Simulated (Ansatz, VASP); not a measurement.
# BaTiO3: VASP beside Ansatz

One calculation is typed for both programs; each brings its own data sets. How far apart do they land? The cell is taken from a series of runs on this material, whose earlier steps may have relaxed, scaled, displaced or heated it; both programs get it as it stands.

Method: plane waves, with VASP 6.6.1 beside it; relaxation of cell and atoms at r2SCAN, in Ansatz 0.2.0.

### Step 1. The structure

It takes space group Pm-3m (No. 221, cubic). The conventional cell has a = 4.000 Å, b = 4.000 Å, c = 4.000 Å, α = 90.00°, β = 90.00°, γ = 90.00°. Ba has 12 O at 2.83 Å nearest. Ti has 6 O at 2.00 Å nearest. O has 2 Ti at 2.00 Å and 4 Ba at 2.83 Å nearest. Farther neighbours and most contacts between anions are not listed.

### Step 2. VASP: relaxation of cell and atoms, r2SCAN

The relaxed volume is the usual yardstick between codes: in a stiff, nearly cubic crystal its relative difference is about their pressure difference at one cell divided by the bulk modulus.

Lines of VASP's logs that name or quote its potential files are left out, and so is its time.

File INCAR:

```
SYSTEM = BaTiO3
PREC = Accurate
ENCUT = 660
EDIFF = 1E-07
NELM = 120
ISMEAR = -1
SIGMA = 0.02
LREAL = .FALSE.
ALGO = Normal
METAGGA = R2SCAN
LASPH = .TRUE.
NBANDS = 26
LORBIT = 11
LWAVE = .FALSE.
LCHARG = .FALSE.
ISIF = 3
IBRION = 2
NSW = 80
EDIFFG = -0.005
GGA_COMPAT = .FALSE.
NELMIN = 4
EFERMI = MIDGAP
LMIXTAU = .TRUE.
KPAR = 2
```

File POSCAR:

```
BaTiO3
1.0
    4.0000000000      0.0000000000      0.0000000000
    0.0000000000      4.0000000000      0.0000000000
    0.0000000000      0.0000000000      4.0000000000
Ba Ti O
1 1 3
Direct
    0.0000000000      0.0000000000      0.0000000000
    0.5000000000      0.5000000000      0.5000000000
    0.5000000000      0.5000000000      0.0000000000
    0.5000000000      0.0000000000      0.5000000000
    0.0000000000      0.5000000000      0.5000000000
```

File KPOINTS:

```
Automatic mesh
0
Gamma
7 7 7
0 0 0
```

PAW data sets: Ba_sv, Ti_sv and O (PBE family, release 64).

Command:

```bash
$ mpirun -np 2 vasp_std
```

Numbers of over 12 decimals in the logs are rounded to 6 here.

Output:

```text
[banner, memory and clock lines left out]
running    2 mpi-ranks, on    1 nodes
 distrk:  each k-point on    1 cores,    2 groups
 distr:  one band on    1 cores,    1 groups

 POSCAR found type information on POSCAR BaTiO
 POSCAR found :  3 types and       5 ions
|                                                                             |
|               ----> ADVICE to this user running VASP <----                  |
|                                                                             |
|     You enforced a specific xc type in the INCAR file but a different       |
|     [... a line on the potential file left out ...]
|     I HOPE YOU KNOW WHAT YOU ARE DOING!                                     |
|                                                                             |

 LDA part: xc-table for (None), standard interpolation
 POSCAR, INCAR and KPOINTS ok, starting setup
 FFT: planning ... GRIDC
 FFT: planning ... GRID_SOFT
 FFT: planning ... GRID
 WAVECAR not read
 entering main loop
       N       E                     dE             d eps       ncg     rms          rms(c)
DAV:   1     0.472378142381E+03    0.47238E+03   -0.24860E+04  1040   0.203E+03
DAV:   2    -0.342755815717E+02   -0.50665E+03   -0.48932E+03  1176   0.515E+02
DAV:   3    -0.942735943172E+02   -0.59998E+02   -0.59500E+02  1464   0.162E+02
DAV:   4    -0.971998832480E+02   -0.29263E+01   -0.29200E+01  1560   0.321E+01
DAV:   5    -0.972935876185E+02   -0.93704E-01   -0.93661E-01  1412   0.461E+00    0.227E+01
DAV:   6    -0.745185977617E+02    0.22775E+02   -0.45244E+01  1490   0.730E+01    0.682E+00
DAV:   7    -0.735028732953E+02    0.10157E+01   -0.45096E+00  1234   0.143E+01    0.425E+00
DAV:   8    -0.770243773525E+02   -0.35215E+01   -0.16775E+00  1270   0.115E+01    0.174E+00
DAV:   9    -0.739135699438E+02    0.31108E+01   -0.12227E+00  1140   0.919E+00    0.921E-01
DAV:  10    -0.742430739884E+02   -0.32950E+00   -0.26922E-01  1164   0.446E+00    0.505E-01
DAV:  11    -0.742068073488E+02    0.36267E-01   -0.41665E-02  1192   0.197E+00    0.274E-01
DAV:  12    -0.742449637668E+02   -0.38156E-01   -0.30869E-02  1288   0.154E+00    0.135E-01
DAV:  13    -0.742476804762E+02   -0.27167E-02   -0.39680E-03  1142   0.583E-01    0.768E-02
DAV:  14    -0.742470372657E+02    0.64321E-03   -0.15765E-03  1164   0.371E-01    0.372E-02
DAV:  15    -0.742477072656E+02   -0.67000E-03   -0.86565E-04  1084   0.339E-01    0.252E-02
DAV:  16    -0.742478020698E+02   -0.94804E-04   -0.10316E-04  1450   0.894E-02    0.714E-03
DAV:  17    -0.742478028320E+02   -0.76215E-06   -0.11600E-05  1384   0.274E-02    0.746E-03
DAV:  18    -0.742478125465E+02   -0.97145E-05   -0.51040E-06  1138   0.261E-02    0.428E-03
DAV:  19    -0.742478124378E+02    0.10868E-06   -0.25426E-06  1384   0.106E-02    0.184E-03
DAV:  20    -0.742478125954E+02   -0.15765E-06   -0.13430E-07   674   0.322E-03    0.983E-04
DAV:  21    -0.742478127028E+02   -0.10739E-06   -0.47111E-08   628   0.198E-03    0.216E-04
DAV:  22    -0.742478127355E+02   -0.32695E-07   -0.15751E-08   628   0.128E-03
   1 F= -.74247813E+02 E0= -.74247813E+02  d E =-.742478E+02
 curvature:   0.00 expect dE= 0.000E+00 dE for cont linesearch  0.000E+00
 trial: gam= 0.00000 g(F)=  0.000E+00 g(S)=  0.449E-02 ort = 0.000E+00 (trialstep = 0.100E+01)
 search vector abs. value=  0.449E-02
 bond charge predicted
       N       E                     dE             d eps       ncg     rms          rms(c)
DAV:   1    -0.742786307318E+02   -0.30818E-01   -0.96406E-01  1186   0.959E+00    0.146E+00
DAV:   2    -0.742514824379E+02    0.27148E-01   -0.10158E-01  1218   0.290E+00    0.546E-01
DAV:   3    -0.742478720342E+02    0.36104E-02   -0.32317E-02  1086   0.104E+00    0.112E-01
DAV:   4    -0.742472268307E+02    0.64520E-03   -0.47762E-03  1234   0.542E-01    0.106E-01
DAV:   5    -0.742474011895E+02   -0.17436E-03   -0.43996E-04  1320   0.197E-01    0.493E-02
DAV:   6    -0.742475881560E+02   -0.18697E-03   -0.11742E-03  1572   0.160E-01    0.601E-02
DAV:   7    -0.742475393669E+02    0.48789E-04   -0.74155E-05  1118   0.837E-02    0.263E-02
DAV:   8    -0.742475595576E+02   -0.20191E-04   -0.63091E-05  1086   0.848E-02    0.840E-03
DAV:   9    -0.742475780055E+02   -0.18448E-04   -0.15161E-05  1112   0.392E-02    0.460E-03
DAV:  10    -0.742475771114E+02    0.89414E-06   -0.23846E-06  1352   0.105E-02    0.151E-03
DAV:  11    -0.742475768385E+02    0.27294E-06   -0.52410E-07  1104   0.584E-03    0.164E-03
DAV:  12    -0.742475761807E+02    0.65781E-06   -0.34319E-07  1092   0.611E-03    0.500E-04
DAV:  13    -0.742475762614E+02   -0.80744E-07   -0.24290E-08   590   0.169E-03
   2 F= -.74247576E+02 E0= -.74247576E+02  d E =0.236474E-03
 trial-energy change:    0.000236  1 .order    0.000197   -0.004493    0.004886
 step:   0.4727(harm=  0.4790)  dis= 0.00000  next Energy=   -74.248870 (dE=-0.106E-02)
 bond charge predicted
       N       E                     dE             d eps       ncg     rms          rms(c)
DAV:   1    -0.742575208840E+02   -0.99447E-02   -0.26815E-01  1186   0.503E+00    0.771E-01
DAV:   2    -0.742498987782E+02    0.76221E-02   -0.27855E-02  1214   0.151E+00    0.288E-01
DAV:   3    -0.742488877484E+02    0.10110E-02   -0.88485E-03  1154   0.558E-01    0.567E-02
DAV:   4    -0.742487362604E+02    0.15149E-03   -0.12311E-03  1154   0.270E-01    0.480E-02
DAV:   5    -0.742487827136E+02   -0.46453E-04   -0.16809E-04  1398   0.117E-01    0.213E-02
DAV:   6    -0.742488476418E+02   -0.64928E-04   -0.29113E-04  1472   0.715E-02    0.319E-02
DAV:   7    -0.742488478791E+02   -0.23729E-06   -0.17172E-05  1112   0.404E-02    0.131E-02
DAV:   8    -0.742488593182E+02   -0.11439E-04   -0.17900E-05  1092   0.451E-02    0.495E-03
DAV:   9    -0.742488658103E+02   -0.64921E-05   -0.44614E-06  1138   0.206E-02    0.280E-03
DAV:  10    -0.742488662105E+02   -0.40023E-06   -0.70734E-07  1318   0.595E-03    0.104E-03
DAV:  11    -0.742488663192E+02   -0.10868E-06   -0.10690E-07   618   0.286E-03    0.781E-04
DAV:  12    -0.742488668265E+02   -0.50725E-06   -0.81633E-08   596   0.328E-03    0.240E-04
DAV:  13    -0.742488668064E+02    0.20028E-07   -0.91187E-09   542   0.892E-04
   3 F= -.74248867E+02 E0= -.74248867E+02  d E =-.105407E-02
 curvature:  -0.24 expect dE=-0.273E-07 dE for cont linesearch -0.273E-07
 trial: gam=-0.00501 g(F)=  0.800E-65 g(S)=  0.114E-06 ort = 0.226E-04 (trialstep = 0.895E+00)
 search vector abs. value=  0.103E-09
 reached required accuracy - stopping structural energy minimisation
```

OUTCAR, selected parts (step 2):

```text
ion  position               nearest neighbor table
   1  0.000  0.000  0.000-   3 2.83   4 2.83   5 2.83   4 2.83   5 2.83   3 2.83   5 2.83   5 2.83
                             3 2.83   4 2.83   4 2.83   3 2.83   2 3.46   2 3.46   2 3.46   2 3.46
   2  0.500  0.500  0.500-   3 2.00   4 2.00   5 2.00   3 2.00   4 2.00   5 2.00   1 3.46   1 3.46
                             1 3.46   1 3.46   1 3.46   1 3.46   1 3.46   1 3.46
   3  0.500  0.500  0.000-   2 2.00   2 2.00   1 2.83   1 2.83   1 2.83   1 2.83
   4  0.500  0.000  0.500-   2 2.00   2 2.00   1 2.83   1 2.83   1 2.83   1 2.83
   5  0.000  0.500  0.500-   2 2.00   2 2.00   1 2.83   1 2.83   1 2.83   1 2.83

  LATTYP: Found a simple cubic cell.
 ALAT       =     4.0000000000

 Subroutine GETGRP returns: Found 48 space group operations
 (whereof 48 operations were pure point group operations)

The static configuration has the point symmetry O_h .

 Found     20 irreducible k-points:

   k-points           NKPTS =     20   k-points in BZ     NKDIM =     20   number of bands    NBANDS=     26

   dimension x,y,z NGX =    36 NGY =   36 NGZ =   36
   dimension x,y,z NGXF=    72 NGYF=   72 NGZF=   72

   ENCUT  =  660.0 eV  48.51 Ry    6.96 a.u.   8.38  8.38  8.38*2*pi/ulx,y,z

   NELECT =      40.0000    total number of electrons

 k-points in reciprocal lattice and weights: Automatic mesh
   0.00000000  0.00000000  0.00000000       0.003
   0.14285714  0.00000000  0.00000000       0.017
   0.28571429  0.00000000  0.00000000       0.017
   0.42857143  0.00000000  0.00000000       0.017
   0.14285714  0.14285714  0.00000000       0.035
   0.28571429  0.14285714  0.00000000       0.070
   0.42857143  0.14285714  0.00000000       0.070
   0.28571429  0.28571429  0.00000000       0.035
   0.42857143  0.28571429  0.00000000       0.070
[...]
0.42857143  0.42857143  0.28571429       0.070
   0.42857143  0.42857143  0.42857143       0.023

 average (electrostatic) potential at core
       1 -37.9987       2 -81.7421       3 -73.3269       4 -73.3269       5 -73.3269

 E-fermi :   4.5344

 k-point     1 :       0.0000    0.0000    0.0000
  band No.  band energies     occupation
    ...
     16       2.3829      2.00000
     17       2.3829      2.00000
     18       3.3415      2.00000
     19       3.3415      2.00000
     20       3.3415      2.00000
     21       5.6289      0.00000
     22       5.6289      0.00000
     23       5.6289      0.00000
     24       7.6479      0.00000
     25       7.6479      0.00000
    ...

 k-point     2 :       0.1429    0.0000    0.0000
  band No.  band energies     occupation
    ...
     16       2.1736      2.00000
     17       2.2109      2.00000
     18       2.8560      2.00000
     19       3.2000      2.00000
     20       3.2000      2.00000
     21       5.6562      0.00000
     22       6.0119      0.00000
     23       6.0119      0.00000
     24       7.6495      0.00000
     25       8.2066      0.00000
    ...

 k-point     3 :       0.2857    0.0000    0.0000
  band No.  band energies     occupation
    ...
     16       1.8485      2.00000
     17       1.8657      2.00000
     18       2.0860      2.00000
     19       2.9486      2.00000
     20       2.9486      2.00000
     21       5.7190      0.00000
     22       6.7392      0.00000
     23       6.7392      0.00000
     24       7.6526      0.00000
     25       9.1297      0.00000
    ...

  Total        0.0019835      0.0019835      0.0019835     -0.0000000      0.0000000     -0.0000000
  in kB        0.0493893      0.0493893      0.0493893     -0.0000000      0.0000000     -0.0000000
  external PRESSURE =       0.0493893 kB  Pullay stress =       0.0000000 kB

  energy-cutoff  :      660.00
  volume of cell :       64.35
      direct lattice vectors                 reciprocal lattice vectors
     4.007187555 -0.000000000 -0.000000000     0.249551584  0.000000000 -0.000000000
    -0.000000000  4.007187555 -0.000000000     0.000000000  0.249551584 -0.000000000
     0.000000000  0.000000000  4.007187555     0.000000000  0.000000000  0.249551584

 POSITION                                       TOTAL-FORCE (eV/Angst)
 -----------------------------------------------------------------------------------
      0.00000      0.00000      0.00000         0.000000      0.000000      0.000000
      2.00359      2.00359      2.00359        -0.000000      0.000000      0.000000
      2.00359      2.00359     -0.00000         0.000000      0.000000      0.000000
      2.00359     -0.00000      2.00359         0.000000      0.000000      0.000000
      0.00000      2.00359      2.00359        -0.000000      0.000000      0.000000
 -----------------------------------------------------------------------------------
    total drift:                                0.000000      0.000000      0.000000

  FREE ENERGIE OF THE ION-ELECTRON SYSTEM (eV)
  ---------------------------------------------------
  free  energy   TOTEN  =       -74.2488668064 eV

  energy  without entropy=      -74.2488668064  energy(sigma->0) =      -74.24886681

 reached required accuracy - stopping structural energy minimisation

 total charge
# of ion       s       p       d       tot
------------------------------------------
    1        2.018   5.670   0.303   7.991
    2        2.204   6.267   1.624  10.095
    3        1.563   3.500   0.000   5.064
    4        1.563   3.500   0.000   5.064
    5        1.563   3.500   0.000   5.064
--------------------------------------------------
tot          8.913  22.437   1.927  33.276

[... 3 further parts left out ...]
```

CONTCAR:

```
BaTiO3
   1.00000000000000
     4.0071875550453493   -0.0000000000000000   -0.0000000000000000
    -0.0000000000000000    4.0071875550453493   -0.0000000000000000
     0.0000000000000000    0.0000000000000000    4.0071875550453493
  Ba              Ti              O
     1     1     3
Direct
     0.0000000000000000    0.0000000000000000    0.0000000000000000
     0.5000000000000000    0.5000000000000000    0.5000000000000000
     0.5000000000000000    0.5000000000000000    0.0000000000000000
     0.5000000000000000    0.0000000000000000    0.5000000000000000
     0.0000000000000000    0.5000000000000000    0.5000000000000000
```

This run has no spin polarisation, so a moment on Ti, if there is one, isn't seen. Harder data sets than Ba_sv exist (the GW ones), and pressures, volumes and forces can shift noticeably with them. The PAW data sets were made with PBE, which is usual practice but a small mismatch for other functionals.

(Continued in part 2 of 2.)

[Lines on the potential files, build, host, timing and source positions are cut from VASP's logs without a mark.]

[Logs are printed without paths, hosts, clocks, repeated set-up lines and the standing remarks that a program may print on its own settings, such as how far it seeks lower states.]

[Hosts, paths, dates, database ids (printed as entryN), source tags and the programs' standing remarks are cut or masked in the printed files.]
